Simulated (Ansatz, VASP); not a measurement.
# AlN: VASP beside Ansatz, part 2 of 2

Aim: how closely do two programs agree when they are given the same cell, functional and k mesh? The cell is taken from a series of runs on this material, whose earlier steps may have relaxed, scaled, displaced or heated it; both programs get it as it stands.

VASP 6.6.1 and Ansatz 0.2.0.

So far: Set-up; VASP: relaxation of cell and atoms, r2SCAN.

### Step 3. Ansatz: relaxation of cell and atoms, r2SCAN

Level of this step: Ansatz beside VASP: Kohn-Sham DFT, plane waves, r2SCAN (Ansatz).

Ansatz runs on its PAW soft_1 files.

The same cell, functional and mesh now go to Ansatz.

File input.yaml:

```yaml
crystal:
  lattice:
    - [3.1065979119, 0.0, 0.0]
    - [-1.553298956, 2.6903927111, 0.0]
    - [0.0, 0.0, 4.9776854881]
  atoms:
    - { symbol: Al, position: [0.3333333333, 0.6666666667, -0.0008294991] }
    - { symbol: Al, position: [0.6666666667, 0.3333333333, 0.4991705009] }
    - { symbol: "N", position: [0.3333333333, 0.6666666667, 0.3808294991] }
    - { symbol: "N", position: [0.6666666667, 0.3333333333, 0.8808294991] }
kpoints:
  mp_grid: { grid: [6, 6, 4] }
hamiltonian:
  xc: r2scan
  pseudopotentials: { kind: paw, azcp: { folder: soft_1 } }
scf:
  occupations: { method: fixed }
output:
  forces: true
  stress: true
  eigenvalues: true
basis:
  ecutwfc: 600.0
relax:
  adjacent_minimum: "off"
  f_tol: 0.001
  max_steps: 60
  cell: { stress_tol: 0.01 }
```

The run is started by

```bash
ansatz run input.yaml --threads 4 --pin off --max-ram 9216MiB --backend cpu --events-out ev --progress --plain --runs-dir out
```

Numbers of over 12 decimals in the logs are rounded to 6 here.

Log:

```text
Engine: ansatz 0.2.0, x86_64-unknown-linux-gnu
Pseudopotentials: kind: paw
Pseudopotential: Al, paw, valence charge 3, recommended cutoff 500 eV (meta_gga), soft_1/Al.paw.azcp
Pseudopotential: N, paw, valence charge 5, recommended cutoff 500 eV (meta_gga), soft_1/N.paw.azcp
Functional definition: r2SCAN
  parameter k0 = 0.174
  parameter k1 = 0.065
  parameter a1 = 4.9479
  exchange = r2scan_x(k0 = k0, k1 = k1, a1 = a1)
  correlation = r2scan_c
Crystal: 4 atoms, lattice volume = 41.603 Å³
Basis set: ecut = 600 eV, 1387 PW (Γ), exchange–correlation on 100×100×160 points (64 copies of the dense FFT grid, shifted against one another)
Bands: 12, of which v1, the nominal top of the filled ones, is band 8 counted from 1 (7 counted from 0)
Symmetry: 12 space group operations
Space group: P63mc (ITA 186), of the structure as read, at distance tolerance 3.5e-5 Å
k-points: 21 of 144 (time reversal used)
Non-local potential: Al, projectors of the file, l = 0: 2, l = 1: 2, l = 2: 1
Non-local potential: N, projectors of the file, l = 0: 2, l = 1: 2, l = 2: 1
PAW form: soft (Blöchl's): semilocal exchange-correlation on the pseudo side does not see the compensation charge
PAW frozen core: Al, regenerated for the run's functional (the file was generated under x = pbe(κ = 0.804, μ = 0.219515), c = pbe(β = 0.066725))
PAW frozen core: N, regenerated for the run's functional (the file was generated under x = pbe(κ = 0.804, μ = 0.219515), c = pbe(β = 0.066725))
PAW one-centre angular grid: Al, 302 points (default); XC on 160 Gauss nodes
PAW one-centre angular grid: N, 302 points (default); XC on 160 Gauss nodes
Initial density: superposition of atomic densities (chi_scale 0.1, normalization cell, long waves kept (reshape's long-wave potential 0.00 eV rms))
Initial wavefunctions: pseudopotential atomic-orbital guess
Functional: x = r2scan, c = r2scan; τ floored in thin density (d = 2e-4 eV/Å³)
SCF iter   1: F=—  HF=-1859.035096 eV  |F-HF|=—  |Δ(HF+E_count)|=         —  Δρ=1.35e-1  dr2=9.35e0  dr2_τ=1.09e0  ethr=3.10e-3  ⟨swp⟩=5.2  Hψ=1361  notcnv=0  defer=34
preconditioner: auto → none  [insulator: Δε(μ)=5.687 eV  Ē_g=15.216 eV  n_scr=2 (ndim 8)  ℏωp=23.0 eV  f_vac=0.000  ε∞_Penn≈3.3]
SCF iter   2: F=—  HF=-1857.015263 eV  |F-HF|=—  |Δ(HF+E_count)|=    2.02e0  Δρ=6.46e-2  dr2=8.53e-1  dr2_τ=4.03e-1  ethr=3.10e-3  ⟨swp⟩=3.3  Hψ=771  notcnv=0  defer=39
SCF iter   3: F=—  HF=-1856.967336 eV  |F-HF|=—  |Δ(HF+E_count)|=   4.79e-2  Δρ=2.39e-2  dr2=1.26e-1  dr2_τ=7.29e-3  ethr=3.10e-3  ⟨swp⟩=2.5  Hψ=550  notcnv=0  defer=40
SCF iter   4: F=—  HF=-1856.975034 eV  |F-HF|=—  |Δ(HF+E_count)|=   7.70e-3  Δρ=1.61e-3  dr2=9.19e-4  dr2_τ=5.14e-5  ethr=7.90e-4  ⟨swp⟩=2.8  Hψ=456  notcnv=0  defer=42
SCF iter   5: F=—  HF=-1856.974929 eV  |F-HF|=—  |Δ(HF+E_count)|=   1.05e-4  Δρ=3.85e-4  dr2=6.44e-5  dr2_τ=1.85e-6  ethr=5.74e-6  ⟨swp⟩=2.7  Hψ=441  notcnv=0  defer=42
SCF iter   6: F=—  HF=-1856.974913 eV  |F-HF|=—  |Δ(HF+E_count)|=   1.66e-5  Δρ=1.62e-5  dr2=6.89e-8  dr2_τ=1.03e-8  ethr=6.25e-10  ⟨swp⟩=6.2  Hψ=1778  notcnv=0
SCF iter   7: F=-1856.974913 eV  HF=-1856.974913 eV  |F-HF|=2.63e-9  |Δ(HF+E_count)|=   6.33e-8  Δρ=2.97e-6  dr2=2.12e-9  dr2_τ=2.19e-10  ethr=4.31e-10  ⟨swp⟩=2.3  Hψ=998  notcnv=0
SCF 1 converged in 7 iterations: F = -1856.974913 eV  dr2 = 2.12e-9
  greatest PAW one-centre occupation: 0.797 electrons in one spin orbital (limit 2), on the N atom at site 3 (counted from 0), in its partial waves of l = 0
relax step   1: F+E_penalty+E_count = -1856.97491271 eV  Δ(F+E_penalty+E_count) = +0.000e0 eV  max|allowed force component| = 8.840e-5 eV/Å  Δτ_max = 0.0000 Å  P = -0.002 GPa  Ω = 41.603 Å³  (7 SCF iters, dr2 threshold 1.00e-7 eV, accepted)
Initial density: handed on by an earlier stage of this run
Initial wavefunctions: pseudopotential atomic-orbital guess (no wavefunctions were taken with the density)
iter 1 solved again at ethr=8.67e-9 eV; its pass at ethr=3.10e-3 eV (dr2=1.39e-6 eV) is discarded
SCF iter   1: F=—  HF=-1856.974913 eV  |F-HF|=—  |Δ(HF+E_count)|=         —  Δρ=2.95e-6  dr2=2.08e-9  dr2_τ=2.13e-10  ethr=8.67e-9  ⟨swp⟩=3.0  Hψ=2134  notcnv=0  defer=42
preconditioner: auto → none  [insulator: Δε(μ)=4.872 eV  Ē_g=14.173 eV  n_scr=2 (ndim 8)  ℏωp=23.0 eV  f_vac=0.000  ε∞_Penn≈3.6]
SCF iter   2: F=—  HF=-1856.974913 eV  |F-HF|=—  |Δ(HF+E_count)|=   2.39e-9  Δρ=1.69e-6  dr2=4.35e-10  dr2_τ=7.00e-11  ethr=1.30e-11  ⟨swp⟩=2.0  Hψ=416  notcnv=0  defer=42
SCF iter   3: F=—  HF=-1856.974913 eV  |F-HF|=—  |Δ(HF+E_count)|=  5.69e-10  Δρ=5.80e-7  dr2=8.47e-11  dr2_τ=2.67e-11  ethr=2.72e-12  ⟨swp⟩=2.5  Hψ=435  notcnv=0  defer=42
SCF iter   4: F=-1856.974913 eV  HF=-1856.974913 eV  |F-HF|=4.55e-13  |Δ(HF+E_count)|=  7.30e-11  Δρ=4.76e-8  dr2=3.51e-13  dr2_τ=1.22e-13  ethr=1.00e-12  ⟨swp⟩=7.4  Hψ=1747  notcnv=0
SCF 2 converged in 4 iterations: F = -1856.974913 eV  dr2 = 3.51e-13
relax step   2: F+E_penalty+E_count = -1856.97491271 eV  Δ(F+E_penalty+E_count) = -7.244e-10 eV  max|allowed force component| = 9.007e-5 eV/Å  Δτ_max = 0.0000 Å  P = -0.002 GPa  Ω = 41.603 Å³  stress off target by 3.53e-3 GPa  SCF on the basis re-selected at this cell (its energy is not comparable with the rows above)  (4 SCF iters)
basis re-selected at this cell: Δ(F+E_penalty+E_count) = -7.244e-10 eV, ΔP = +0.000 GPa vs the last step (what re-selecting the basis moved, of the pressure what is left beyond the Pulay correction that the steps carried, after the strain that the cell walked since its last selection, with what the two solves' SCF thresholds leave and, on support functions, any second-order correction that the steps lacked; it is no  [...]
SCF converged after 4 iterations
Free energy (F): -1856.974913 eV
Harris-Foulkes:  -1856.974913 eV  (|F-HF|=4.55e-13)
Internal energy: -1856.974913 eV  (E = F + TS)
E sigma→0 (E₀):  -1856.974913 eV
Fermi energy:    6.925445 eV
--- Per-component energies (eV) ---
  E_band       = 23.059153
  E_kinetic    = 315.824659
  E_local      = -421.560538  (includes V_loc(G=0)·N_el)
  E_nonlocal   = 87.072035
  E_hartree    = 157.126093
  E_xc         = -192.694715
  E_vxc        = -235.920957  (∫ρ·V_xc dr)
  E_paw        = -1209.945123  (= ΣΔE_a)
  E_vpaw       = -49.195585  (= ΣTr[D̂ρ^β])
  E_aug_tail   = 0.000031  (compensation charges beyond the density's cutoff)
  E_vtau       = 12.587314  (kinetic-family band-sum trace: ∫τ·v_τ [+ j·A + Jᵃ·Aᵃ] dr)
  E_ewald      = -592.618009
  E_core_change = -0.179346  (= ΣΔE_core)
  E_smearing   = -0.000000  (= −TS)
  E_closure    = 0.000000  (closes the sum)
  Σ components = -1856.974913   (vs F -1856.974913, Δ=0.00e0)
--- Forces (eV/Å), atoms counted from 1 ---
  atom   1  Al     0.00000000     0.00000000    -0.00006630
  atom   2  Al    -0.00000000    -0.00000000    -0.00006630
  atom   3  N     -0.00000000    -0.00000000     0.00011384
  atom   4  N      0.00000000     0.00000000     0.00011384
  max |Σ_I F_I| component: 9.51e-5 eV/Å
--- Stress (GPa, compression-positive) ---
       -0.003531      -0.000000       0.000000
       -0.000000      -0.003531       0.000000
        0.000000       0.000000      -0.000276
  P = ⅓ Tr σ = -0.0024 GPa (-0.024 kbar)
--- Band table (eV; the first three rows and the last of 21) ---
  k-point 0: bands = [... 4 lower, 6.0377, 6.7000, 6.7000, 6.9254, 11.7979, 14.4463, 18.5289, 18.9672]
  k-point 1: bands = [... 4 lower, 6.1299, 6.1299, 6.5982, 6.5982, 12.7711, 14.5453, 18.1794, 18.9238]
  k-point 2: bands = [... 4 lower, 6.3592, 6.3592, 6.3592, 6.3592, 14.1518, 14.1518, 18.2412, 18.2412]
  k-point 20: bands = [... 4 lower, 3.0024, 3.0024, 6.1119, 6.1119, 15.0708, 15.0708, 15.5614, 15.5614]
--- Relaxed structure (1 steps of the walk, 1 accepted, 1 SCFs on fresh bases) ---
  F+E_penalty+E_count = -1856.97491271 eV   max|allowed force component| = 9.007e-5 eV/Å   (the final SCF, on the basis selected at the relaxed cell)
  cell:  # Å, volume = 41.6033 Å³
    - [3.106598, 2.886752749324592e-11, 0.0]
    - [-1.553299, 2.690393, 0.0]
    - [0.0, 0.0, 4.9776854881]
  atoms:
    - { symbol: Al, position: [0.333333, 0.666667, -0.000829499] }
    - { symbol: Al, position: [0.666667, 0.333333, 0.499171] }
    - { symbol: N, position: [0.333333, 0.666667, 0.380829] }
    - { symbol: N, position: [0.666667, 0.333333, 0.880829] }
```

The column dr2 measures how far the density is from self-consistency, as an energy; F and HF (Harris–Foulkes) agree once it is small.

### Step 4. Differences

Known differences besides the potentials themselves: VASP keeps PBE cores, Ansatz makes them for the functional; fixed occupations in Ansatz, narrow Gaussian smearing in VASP; the cutoff is 600 eV in Ansatz and 660 eV in VASP; Ansatz adds a Pulay correction to the stress that steers its cell, VASP none. Total energies have different zeros and are not compared.

The two programs side by side:

```csv
quantity,Ansatz,VASP,difference
volume (Å³),41.60,41.55,+0.12 %
"edge a after relaxation, in the typed setting (Å)",3.107,3.105,+0.04 %
"edge c after relaxation, in the typed setting (Å)",4.978,4.976,+0.04 %
```

### Step 5. Summary of results

* difference in volume (relaxation of cell and atoms, r2SCAN): 0.12 %

What this shows: The difference in volume is 0.12 % (relaxation of cell and atoms, r2SCAN), within the 1.2 % picked in this series as the mark of a large difference, as far as the stopping tolerances let one tell. Such differences can come from data sets, numerical settings and the points named under the comparisons, not from the functional's error against experiment.

[Lines on the potential files, build, host, timing and source positions are cut from VASP's logs without a mark.]

[Logs are printed without paths, hosts, clocks, repeated set-up lines and the standing remarks that a program may print on its own settings, such as how far it seeks lower states.]

[Hosts, paths, dates, database ids (printed as entryN), source tags and the programs' standing remarks are cut or masked in the printed files.]
